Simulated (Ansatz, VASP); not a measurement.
# Cross-check of Sn between VASP and Ansatz, part 2 of 4

Wanted: the spread between two codes on one cell, functional and k mesh. The structure shown is the end of the Ansatz relaxation below.

VASP 6.6.1 and Ansatz 0.2.0.

So far: Set-up; Ansatz: relaxation, PBEsol.

### 3. VASP: single point, PBEsol, pair 1

Level of this step: PBEsol; plane waves and PAW (Sn_d) (VASP).

The same cell, functional, mesh and smearing now go to VASP, with its own data sets.

Lines of VASP's logs that name or quote its potential files are left out, and so is its time.

INCAR reads:

```
SYSTEM = Sn
PREC = Accurate
ENCUT = 500
EDIFF = 1E-06
NELM = 120
ISMEAR = 0
SIGMA = 0.015
LREAL = .FALSE.
ALGO = Normal
GGA = PS
NBANDS = 20
LORBIT = 11
LWAVE = .FALSE.
LCHARG = .FALSE.
ISIF = 2
ISYM = 2
LASPH = .TRUE.
GGA_COMPAT = .FALSE.
KPAR = 2
```

POSCAR reads:

```
Sn
1.0
    0.0000000000      3.2042738570      3.3350445729
    3.2042738570      0.0000000000      3.3350445729
    3.2042738570      3.2042738570      0.0000000000
Sn
2
Direct
    0.5000133313      0.5000133313      0.4998240910
    0.7499866687      0.7499866687      0.7501759090
```

KPOINTS reads:

```
Points of the shifted mesh
1728
Reciprocal
 0.0416666667  0.0416666667  0.0416666667 1
 0.0416666667  0.0416666667  0.1250000000 1
 0.0416666667  0.0416666667  0.2083333333 1
 0.0416666667  0.0416666667  0.2916666667 1
 0.0416666667  0.0416666667  0.3750000000 1
 0.0416666667  0.0416666667  0.4583333333 1
 0.0416666667  0.0416666667  0.5416666667 1
 0.0416666667  0.0416666667  0.6250000000 1
 0.0416666667  0.0416666667  0.7083333333 1
 0.0416666667  0.0416666667  0.7916666667 1
 0.0416666667  0.0416666667  0.8750000000 1
 0.0416666667  0.0416666667  0.9583333333 1
 0.0416666667  0.1250000000  0.0416666667 1
 0.0416666667  0.1250000000  0.1250000000 1
 0.0416666667  0.1250000000  0.2083333333 1
 0.0416666667  0.1250000000  0.2916666667 1
 0.0416666667  0.1250000000  0.3750000000 1
 0.0416666667  0.1250000000  0.4583333333 1
 0.0416666667  0.1250000000  0.5416666667 1
 0.0416666667  0.1250000000  0.6250000000 1
 0.0416666667  0.1250000000  0.7083333333 1
 0.0416666667  0.1250000000  0.7916666667 1
 0.0416666667  0.1250000000  0.8750000000 1
 0.0416666667  0.1250000000  0.9583333333 1
 0.0416666667  0.2083333333  0.0416666667 1
 0.0416666667  0.2083333333  0.1250000000 1
 0.0416666667  0.2083333333  0.2083333333 1
 0.0416666667  0.2083333333  0.2916666667 1
 0.0416666667  0.2083333333  0.3750000000 1
 0.0416666667  0.2083333333  0.4583333333 1
 0.0416666667  0.2083333333  0.5416666667 1
 0.0416666667  0.2083333333  0.6250000000 1
 0.0416666667  0.2083333333  0.7083333333 1
 0.0416666667  0.2083333333  0.7916666667 1
 0.0416666667  0.2083333333  0.8750000000 1
 0.0416666667  0.2083333333  0.9583333333 1
 0.0416666667  0.2916666667  0.0416666667 1
 0.0416666667  0.2916666667  0.1250000000 1
 0.0416666667  0.2916666667  0.2083333333 1
 0.0416666667  0.2916666667  0.2916666667 1
 0.0416666667  0.2916666667  0.3750000000 1
 0.0416666667  0.2916666667  0.4583333333 1
 0.0416666667  0.2916666667  0.5416666667 1
 0.0416666667  0.2916666667  0.6250000000 1
 0.0416666667  0.2916666667  0.7083333333 1
 0.0416666667  0.2916666667  0.7916666667 1
 0.0416666667  0.2916666667  0.8750000000 1
 0.0416666667  0.2916666667  0.9583333333 1
 0.0416666667  0.3750000000  0.0416666667 1
 0.0416666667  0.3750000000  0.1250000000 1
 0.0416666667  0.3750000000  0.2083333333 1
 0.0416666667  0.3750000000  0.2916666667 1
 0.0416666667  0.3750000000  0.3750000000 1
 0.0416666667  0.3750000000  0.4583333333 1
 0.0416666667  0.3750000000  0.5416666667 1
 0.0416666667  0.3750000000  0.6250000000 1
 0.0416666667  0.3750000000  0.7083333333 1
 0.0416666667  0.3750000000  0.7916666667 1
 0.0416666667  0.3750000000  0.8750000000 1
 0.0416666667  0.3750000000  0.9583333333 1
 0.0416666667  0.4583333333  0.0416666667 1
 0.0416666667  0.4583333333  0.1250000000 1
 0.0416666667  0.4583333333  0.2083333333 1
 0.0416666667  0.4583333333  0.2916666667 1
 0.0416666667  0.4583333333  0.3750000000 1
 0.0416666667  0.4583333333  0.4583333333 1
 0.0416666667  0.4583333333  0.5416666667 1
 0.0416666667  0.4583333333  0.6250000000 1
 0.0416666667  0.4583333333  0.7083333333 1
 0.0416666667  0.4583333333  0.7916666667 1
 0.0416666667  0.4583333333  0.8750000000 1
 0.0416666667  0.4583333333  0.9583333333 1
 0.0416666667  0.5416666667  0.0416666667 1
 0.0416666667  0.5416666667  0.1250000000 1
 0.0416666667  0.5416666667  0.2083333333 1
 0.0416666667  0.5416666667  0.2916666667 1
 0.0416666667  0.5416666667  0.3750000000 1
 0.0416666667  0.5416666667  0.4583333333 1
 0.0416666667  0.5416666667  0.5416666667 1
 0.0416666667  0.5416666667  0.6250000000 1
 0.0416666667  0.5416666667  0.7083333333 1
 0.0416666667  0.5416666667  0.7916666667 1
 0.0416666667  0.5416666667  0.8750000000 1
 0.0416666667  0.5416666667  0.9583333333 1
 0.0416666667  0.6250000000  0.0416666667 1
 0.0416666667  0.6250000000  0.1250000000 1
 0.0416666667  0.6250000000  0.2083333333 1
 0.0416666667  0.6250000000  0.2916666667 1
 0.0416666667  0.6250000000  0.3750000000 1
 0.0416666667  0.6250000000  0.4583333333 1
 0.0416666667  0.6250000000  0.5416666667 1
 0.0416666667  0.6250000000  0.6250000000 1
 0.0416666667  0.6250000000  0.7083333333 1
 0.0416666667  0.6250000000  0.7916666667 1
 0.0416666667  0.6250000000  0.8750000000 1
 0.0416666667  0.6250000000  0.9583333333 1
 0.0416666667  0.7083333333  0.0416666667 1
 0.0416666667  0.7083333333  0.1250000000 1
 0.0416666667  0.7083333333  0.2083333333 1
 0.0416666667  0.7083333333  0.2916666667 1
 0.0416666667  0.7083333333  0.3750000000 1
 0.0416666667  0.7083333333  0.4583333333 1
 0.0416666667  0.7083333333  0.5416666667 1
 0.0416666667  0.7083333333  0.6250000000 1
 0.0416666667  0.7083333333  0.7083333333 1
 0.0416666667  0.7083333333  0.7916666667 1
 0.0416666667  0.7083333333  0.8750000000 1
 0.0416666667  0.7083333333  0.9583333333 1
 0.0416666667  0.7916666667  0.0416666667 1
 0.0416666667  0.7916666667  0.1250000000 1
 0.0416666667  0.7916666667  0.2083333333 1
 0.0416666667  0.7916666667  0.2916666667 1
[... 1390 lines left out ...]
 0.8750000000  0.4583333333  0.1250000000 1
 0.8750000000  0.4583333333  0.2083333333 1
 0.8750000000  0.4583333333  0.2916666667 1
 0.8750000000  0.4583333333  0.3750000000 1
 0.8750000000  0.4583333333  0.4583333333 1
 0.8750000000  0.4583333333  0.5416666667 1
 0.8750000000  0.4583333333  0.6250000000 1
 0.8750000000  0.4583333333  0.7083333333 1
 0.8750000000  0.4583333333  0.7916666667 1
 0.8750000000  0.4583333333  0.8750000000 1
 0.8750000000  0.4583333333  0.9583333333 1
 0.8750000000  0.5416666667  0.0416666667 1
 0.8750000000  0.5416666667  0.1250000000 1
 0.8750000000  0.5416666667  0.2083333333 1
 0.8750000000  0.5416666667  0.2916666667 1
 0.8750000000  0.5416666667  0.3750000000 1
 0.8750000000  0.5416666667  0.4583333333 1
 0.8750000000  0.5416666667  0.5416666667 1
 0.8750000000  0.5416666667  0.6250000000 1
 0.8750000000  0.5416666667  0.7083333333 1
 0.8750000000  0.5416666667  0.7916666667 1
 0.8750000000  0.5416666667  0.8750000000 1
 0.8750000000  0.5416666667  0.9583333333 1
 0.8750000000  0.6250000000  0.0416666667 1
 0.8750000000  0.6250000000  0.1250000000 1
 0.8750000000  0.6250000000  0.2083333333 1
 0.8750000000  0.6250000000  0.2916666667 1
 0.8750000000  0.6250000000  0.3750000000 1
 0.8750000000  0.6250000000  0.4583333333 1
 0.8750000000  0.6250000000  0.5416666667 1
 0.8750000000  0.6250000000  0.6250000000 1
 0.8750000000  0.6250000000  0.7083333333 1
 0.8750000000  0.6250000000  0.7916666667 1
 0.8750000000  0.6250000000  0.8750000000 1
 0.8750000000  0.6250000000  0.9583333333 1
 0.8750000000  0.7083333333  0.0416666667 1
 0.8750000000  0.7083333333  0.1250000000 1
 0.8750000000  0.7083333333  0.2083333333 1
 0.8750000000  0.7083333333  0.2916666667 1
 0.8750000000  0.7083333333  0.3750000000 1
 0.8750000000  0.7083333333  0.4583333333 1
 0.8750000000  0.7083333333  0.5416666667 1
 0.8750000000  0.7083333333  0.6250000000 1
 0.8750000000  0.7083333333  0.7083333333 1
 0.8750000000  0.7083333333  0.7916666667 1
 0.8750000000  0.7083333333  0.8750000000 1
 0.8750000000  0.7083333333  0.9583333333 1
 0.8750000000  0.7916666667  0.0416666667 1
 0.8750000000  0.7916666667  0.1250000000 1
 0.8750000000  0.7916666667  0.2083333333 1
 0.8750000000  0.7916666667  0.2916666667 1
 0.8750000000  0.7916666667  0.3750000000 1
 0.8750000000  0.7916666667  0.4583333333 1
 0.8750000000  0.7916666667  0.5416666667 1
 0.8750000000  0.7916666667  0.6250000000 1
 0.8750000000  0.7916666667  0.7083333333 1
 0.8750000000  0.7916666667  0.7916666667 1
 0.8750000000  0.7916666667  0.8750000000 1
 0.8750000000  0.7916666667  0.9583333333 1
 0.8750000000  0.8750000000  0.0416666667 1
 0.8750000000  0.8750000000  0.1250000000 1
 0.8750000000  0.8750000000  0.2083333333 1
 0.8750000000  0.8750000000  0.2916666667 1
 0.8750000000  0.8750000000  0.3750000000 1
 0.8750000000  0.8750000000  0.4583333333 1
 0.8750000000  0.8750000000  0.5416666667 1
 0.8750000000  0.8750000000  0.6250000000 1
 0.8750000000  0.8750000000  0.7083333333 1
 0.8750000000  0.8750000000  0.7916666667 1
 0.8750000000  0.8750000000  0.8750000000 1
 0.8750000000  0.8750000000  0.9583333333 1
 0.8750000000  0.9583333333  0.0416666667 1
 0.8750000000  0.9583333333  0.1250000000 1
 0.8750000000  0.9583333333  0.2083333333 1
 0.8750000000  0.9583333333  0.2916666667 1
 0.8750000000  0.9583333333  0.3750000000 1
 0.8750000000  0.9583333333  0.4583333333 1
 0.8750000000  0.9583333333  0.5416666667 1
 0.8750000000  0.9583333333  0.6250000000 1
 0.8750000000  0.9583333333  0.7083333333 1
 0.8750000000  0.9583333333  0.7916666667 1
 0.8750000000  0.9583333333  0.8750000000 1
 0.8750000000  0.9583333333  0.9583333333 1
 0.9583333333  0.0416666667  0.0416666667 1
 0.9583333333  0.0416666667  0.1250000000 1
 0.9583333333  0.0416666667  0.2083333333 1
 0.9583333333  0.0416666667  0.2916666667 1
 0.9583333333  0.0416666667  0.3750000000 1
 0.9583333333  0.0416666667  0.4583333333 1
 0.9583333333  0.0416666667  0.5416666667 1
 0.9583333333  0.0416666667  0.6250000000 1
 0.9583333333  0.0416666667  0.7083333333 1
 0.9583333333  0.0416666667  0.7916666667 1
 0.9583333333  0.0416666667  0.8750000000 1
 0.9583333333  0.0416666667  0.9583333333 1
 0.9583333333  0.1250000000  0.0416666667 1
 0.9583333333  0.1250000000  0.1250000000 1
 0.9583333333  0.1250000000  0.2083333333 1
 0.9583333333  0.1250000000  0.2916666667 1
 0.9583333333  0.1250000000  0.3750000000 1
 0.9583333333  0.1250000000  0.4583333333 1
 0.9583333333  0.1250000000  0.5416666667 1
 0.9583333333  0.1250000000  0.6250000000 1
 0.9583333333  0.1250000000  0.7083333333 1
 0.9583333333  0.1250000000  0.7916666667 1
 0.9583333333  0.1250000000  0.8750000000 1
 0.9583333333  0.1250000000  0.9583333333 1
 0.9583333333  0.2083333333  0.0416666667 1
 0.9583333333  0.2083333333  0.1250000000 1
 0.9583333333  0.2083333333  0.2083333333 1
 0.9583333333  0.2083333333  0.2916666667 1
 0.9583333333  0.2083333333  0.3750000000 1
 0.9583333333  0.2083333333  0.4583333333 1
 0.9583333333  0.2083333333  0.5416666667 1
 0.9583333333  0.2083333333  0.6250000000 1
 0.9583333333  0.2083333333  0.7083333333 1
 0.9583333333  0.2083333333  0.7916666667 1
 0.9583333333  0.2083333333  0.8750000000 1
 0.9583333333  0.2083333333  0.9583333333 1
 0.9583333333  0.2916666667  0.0416666667 1
 0.9583333333  0.2916666667  0.1250000000 1
 0.9583333333  0.2916666667  0.2083333333 1
 0.9583333333  0.2916666667  0.2916666667 1
 0.9583333333  0.2916666667  0.3750000000 1
 0.9583333333  0.2916666667  0.4583333333 1
 0.9583333333  0.2916666667  0.5416666667 1
 0.9583333333  0.2916666667  0.6250000000 1
 0.9583333333  0.2916666667  0.7083333333 1
 0.9583333333  0.2916666667  0.7916666667 1
 0.9583333333  0.2916666667  0.8750000000 1
 0.9583333333  0.2916666667  0.9583333333 1
 0.9583333333  0.3750000000  0.0416666667 1
 0.9583333333  0.3750000000  0.1250000000 1
 0.9583333333  0.3750000000  0.2083333333 1
 0.9583333333  0.3750000000  0.2916666667 1
 0.9583333333  0.3750000000  0.3750000000 1
 0.9583333333  0.3750000000  0.4583333333 1
 0.9583333333  0.3750000000  0.5416666667 1
 0.9583333333  0.3750000000  0.6250000000 1
 0.9583333333  0.3750000000  0.7083333333 1
 0.9583333333  0.3750000000  0.7916666667 1
 0.9583333333  0.3750000000  0.8750000000 1
 0.9583333333  0.3750000000  0.9583333333 1
 0.9583333333  0.4583333333  0.0416666667 1
 0.9583333333  0.4583333333  0.1250000000 1
 0.9583333333  0.4583333333  0.2083333333 1
 0.9583333333  0.4583333333  0.2916666667 1
 0.9583333333  0.4583333333  0.3750000000 1
 0.9583333333  0.4583333333  0.4583333333 1
 0.9583333333  0.4583333333  0.5416666667 1
 0.9583333333  0.4583333333  0.6250000000 1
 0.9583333333  0.4583333333  0.7083333333 1
 0.9583333333  0.4583333333  0.7916666667 1
 0.9583333333  0.4583333333  0.8750000000 1
 0.9583333333  0.4583333333  0.9583333333 1
 0.9583333333  0.5416666667  0.0416666667 1
 0.9583333333  0.5416666667  0.1250000000 1
 0.9583333333  0.5416666667  0.2083333333 1
 0.9583333333  0.5416666667  0.2916666667 1
 0.9583333333  0.5416666667  0.3750000000 1
 0.9583333333  0.5416666667  0.4583333333 1
 0.9583333333  0.5416666667  0.5416666667 1
 0.9583333333  0.5416666667  0.6250000000 1
 0.9583333333  0.5416666667  0.7083333333 1
 0.9583333333  0.5416666667  0.7916666667 1
 0.9583333333  0.5416666667  0.8750000000 1
 0.9583333333  0.5416666667  0.9583333333 1
 0.9583333333  0.6250000000  0.0416666667 1
 0.9583333333  0.6250000000  0.1250000000 1
 0.9583333333  0.6250000000  0.2083333333 1
 0.9583333333  0.6250000000  0.2916666667 1
 0.9583333333  0.6250000000  0.3750000000 1
 0.9583333333  0.6250000000  0.4583333333 1
 0.9583333333  0.6250000000  0.5416666667 1
 0.9583333333  0.6250000000  0.6250000000 1
 0.9583333333  0.6250000000  0.7083333333 1
 0.9583333333  0.6250000000  0.7916666667 1
 0.9583333333  0.6250000000  0.8750000000 1
 0.9583333333  0.6250000000  0.9583333333 1
 0.9583333333  0.7083333333  0.0416666667 1
 0.9583333333  0.7083333333  0.1250000000 1
 0.9583333333  0.7083333333  0.2083333333 1
 0.9583333333  0.7083333333  0.2916666667 1
 0.9583333333  0.7083333333  0.3750000000 1
 0.9583333333  0.7083333333  0.4583333333 1
 0.9583333333  0.7083333333  0.5416666667 1
 0.9583333333  0.7083333333  0.6250000000 1
 0.9583333333  0.7083333333  0.7083333333 1
 0.9583333333  0.7083333333  0.7916666667 1
 0.9583333333  0.7083333333  0.8750000000 1
 0.9583333333  0.7083333333  0.9583333333 1
 0.9583333333  0.7916666667  0.0416666667 1
 0.9583333333  0.7916666667  0.1250000000 1
 0.9583333333  0.7916666667  0.2083333333 1
 0.9583333333  0.7916666667  0.2916666667 1
 0.9583333333  0.7916666667  0.3750000000 1
 0.9583333333  0.7916666667  0.4583333333 1
 0.9583333333  0.7916666667  0.5416666667 1
 0.9583333333  0.7916666667  0.6250000000 1
 0.9583333333  0.7916666667  0.7083333333 1
 0.9583333333  0.7916666667  0.7916666667 1
 0.9583333333  0.7916666667  0.8750000000 1
 0.9583333333  0.7916666667  0.9583333333 1
 0.9583333333  0.8750000000  0.0416666667 1
 0.9583333333  0.8750000000  0.1250000000 1
 0.9583333333  0.8750000000  0.2083333333 1
 0.9583333333  0.8750000000  0.2916666667 1
 0.9583333333  0.8750000000  0.3750000000 1
 0.9583333333  0.8750000000  0.4583333333 1
 0.9583333333  0.8750000000  0.5416666667 1
 0.9583333333  0.8750000000  0.6250000000 1
 0.9583333333  0.8750000000  0.7083333333 1
 0.9583333333  0.8750000000  0.7916666667 1
 0.9583333333  0.8750000000  0.8750000000 1
 0.9583333333  0.8750000000  0.9583333333 1
 0.9583333333  0.9583333333  0.0416666667 1
 0.9583333333  0.9583333333  0.1250000000 1
 0.9583333333  0.9583333333  0.2083333333 1
 0.9583333333  0.9583333333  0.2916666667 1
 0.9583333333  0.9583333333  0.3750000000 1
 0.9583333333  0.9583333333  0.4583333333 1
 0.9583333333  0.9583333333  0.5416666667 1
 0.9583333333  0.9583333333  0.6250000000 1
 0.9583333333  0.9583333333  0.7083333333 1
 0.9583333333  0.9583333333  0.7916666667 1
 0.9583333333  0.9583333333  0.8750000000 1
 0.9583333333  0.9583333333  0.9583333333 1
```

The projector-augmented-wave data sets are Sn_d (PBE family, release 64).

Run with:

```sh
$ mpirun -np 2 vasp_std
```

What it wrote:

```text
[banner, memory and clock lines left out]
running    2 mpi-ranks, on    1 nodes
 distrk:  each k-point on    1 cores,    2 groups
 distr:  one band on    1 cores,    1 groups

 POSCAR found type information on POSCAR Sn
 POSCAR found :  1 types and       2 ions
|                                                                             |
|               ----> ADVICE to this user running VASP <----                  |
|                                                                             |
|     You enforced a specific xc type in the INCAR file but a different       |
|     [... a line on the potential file left out ...]
|     I HOPE YOU KNOW WHAT YOU ARE DOING!                                     |
|                                                                             |

 LDA part: xc-table for (Slater+PW92), standard interpolation
 POSCAR, INCAR and KPOINTS ok, starting setup
 FFT: planning ... GRIDC
 FFT: planning ... GRID_SOFT
 FFT: planning ... GRID
 WAVECAR not read
 entering main loop
       N       E                     dE             d eps       ncg     rms          rms(c)
DAV:   1     0.220791424364E+03    0.22079E+03   -0.14786E+04 69604   0.199E+03
DAV:   2     0.146701583817E+02   -0.20612E+03   -0.20233E+03 69340   0.439E+02
DAV:   3    -0.781675477349E+01   -0.22487E+02   -0.22345E+02 79100   0.141E+02
DAV:   4    -0.853434363688E+01   -0.71759E+00   -0.71723E+00 78560   0.286E+01
DAV:   5    -0.855921287942E+01   -0.24869E-01   -0.24869E-01 94816   0.518E+00    0.327E+00
DAV:   6    -0.848784510885E+01    0.71368E-01   -0.44449E-02 93300   0.279E+00    0.184E+00
DAV:   7    -0.845354433015E+01    0.34301E-01   -0.54921E-02 78768   0.265E+00    0.167E-01
DAV:   8    -0.845450868346E+01   -0.96435E-03   -0.72126E-03 76268   0.103E+00    0.544E-02
DAV:   9    -0.845475634989E+01   -0.24767E-03   -0.34937E-04 83708   0.145E-01    0.104E-02
DAV:  10    -0.845476761207E+01   -0.11262E-04   -0.19847E-05 85208   0.410E-02    0.513E-03
DAV:  11    -0.845476921274E+01   -0.16007E-05   -0.25885E-06 60520   0.123E-02    0.651E-04
DAV:  12    -0.845476908701E+01    0.12573E-06   -0.20425E-07 47300   0.672E-03
   1 F= -.84547691E+01 E0= -.84547690E+01  d E =-.115872E-06
```

(Part 2 of 4 ends here.)

[Lines on the potential files, build, host, timing and source positions are cut from VASP's logs without a mark.]

[Logs are printed without paths, hosts, clocks, repeated set-up lines and the standing remarks that a program may print on its own settings, such as how far it seeks lower states.]

[Hosts, paths, dates, database ids (printed as entryN), source tags and the programs' standing remarks are cut or masked in the printed files.]
